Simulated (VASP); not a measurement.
```yaml
crystal:
  lattice:
    - [0.00000, 2.60490, 2.60490]
    - [2.60490, 0.00000, 2.60490]
    - [10.53547, 10.53547, -0.11587]
  atoms:
    - { symbol: Ga, position: [0.02044, 0.02044, 0.98467] }
    - { symbol: Ga, position: [0.98341, 0.98341, 0.26244] }
    - { symbol: As, position: [0.24602, 0.24602, 0.06549] }
    - { symbol: As, position: [0.20954, 0.20954, 0.34284] }
    - { symbol: As, position: [0.24784, 0.24784, 0.56412] }
    - { symbol: As, position: [0.28627, 0.28627, 0.78530] }
    - { symbol: B, position: [0.98426, 0.98426, 0.51181] }
    - { symbol: B, position: [0.02223, 0.02223, 0.73333] }
```

Computed with PBEsol GGA, VASP's PBE PAW potentials (set 64) (plane waves; VASP 6.6.1). Settings: 520 eV cut-off, Gaussian smearing of 0.050 eV, potentials Ga_d As B.

**Question.** What does the run give for the band gap (along the path) with the smallest direct gap where there is one?

**Answer.** 
```yaml
band gap (along the path): 0.12 eV
smallest direct gap (along the path): 0.15 eV
```

The structure was generated: Ga2As4B2 was put into an ordered model structure (R3m), which need not be its known phase. It was relaxed first.
